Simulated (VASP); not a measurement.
Wanted: the native input for a VASP 6.6.1 run.

- Task: single point
- Functional: PBE
- Potentials or basis: VASP PAW PBE potentials, release 64 (O, H, C)
- Cutoff: 520 eV
- k mesh: 1 × 1 × 1
- Occupations: fermi-dirac, width 0.05 eV
- Spin: no spin polarisation
- Dipole correction: no
- Further INCAR settings: LREAL = Auto; ALGO = Normal; EDIFF = 1e-06; NBANDS = 61

The structure of H18CO10 lies in POSCAR:

```
H18CO10
1.0
    6.7165700000      0.0000000000      0.0000000000
    0.0000000000      6.7165700000      0.0000000000
    0.0000000000      0.0000000000      6.7165700000
O H C
10 18 1
Direct
    0.5963013860      0.1717096673      0.7476286259
    0.0830632302      0.9942723741      0.1426025486
    0.4439170589      0.5712886190      0.1401459376
    0.1466522347      0.7389783774      0.8001703250
    0.9751554737      0.3942488502      0.0160349702
    0.7405863409      0.9217949042      0.2769568396
    0.3881147669      0.2760337494      0.3987600814
    0.0506806301      0.1272226747      0.6656522600
    0.5725243688      0.7839418036      0.8875363467
    0.7895994533      0.7530033931      0.6497363982
    0.7375937420      0.1247660636      0.7330973994
    0.5694126615      0.2230007281      0.6106390613
    0.0709141720      0.9794582652      0.0012059727
   -0.0440998903      0.9859496737      0.1892186041
    0.3000043177      0.5943212086      0.1033563262
    0.4667114316      0.4698231389      0.0480602450
    0.1295750658      0.7492812552      0.6567489061
    0.2892547833      0.6712950211      0.7870683995
    0.8599925259      0.3901247214     -0.0933363309
    0.9797262591      0.2503658862      0.0776735745
    0.7125363095      0.8345331025      0.4015740177
    0.6977966432      0.8364983913      0.1761762328
    0.3947550610      0.3975987744      0.3064957262
    0.3106347436      0.1946380370      0.2948975444
    0.0661051698      0.2252488994      0.5577251484
    0.0582886801      0.1754615823      0.8058279747
    0.5276800510      0.8160117441      0.7602243407
    0.8570892584      0.6256020558      0.9179238808
    0.7535244924      0.7021292118      0.8100563234
```

The cell was built by a generator and needn't be a form met in nature.

One way to write it, as run:

INCAR

```
SYSTEM = H18CO10
PREC = Accurate ; ENCUT = 520
EDIFF = 1E-6 ; ISMEAR = -1
SIGMA = 0.05 ; LREAL = Auto
LASPH = .TRUE. ; NELM = 100
ALGO = Normal ; ISIF = 2
LWAVE = .FALSE. ; LCHARG = .FALSE.
GGA = PE ; NBANDS = 61
```

KPOINTS

```
regular mesh
0
G
  1 1 1
  0 0 0
```

Potentials or basis: VASP PAW PBE potentials, release 64 (O, H, C).

Command:

```bash
$ cat potpaw_PBE.64/O/POTCAR potpaw_PBE.64/H/POTCAR potpaw_PBE.64/C/POTCAR > POTCAR
$ mpirun -np 1 vasp_gam > vasp.out
```

Results of the run:

```
Pressure               : 2.6 GPa
Largest force          : 6.382 eV/Å
Band gap on the k mesh : 4.15 eV, direct
```

Caveat: the standard files for N, O and F lose accuracy on very short bonds.

It took 19 s on 1 thread of Intel(R) Xeon(R) 6975P-C (Granite Rapids) (shared host), peak memory 0.32 GiB.
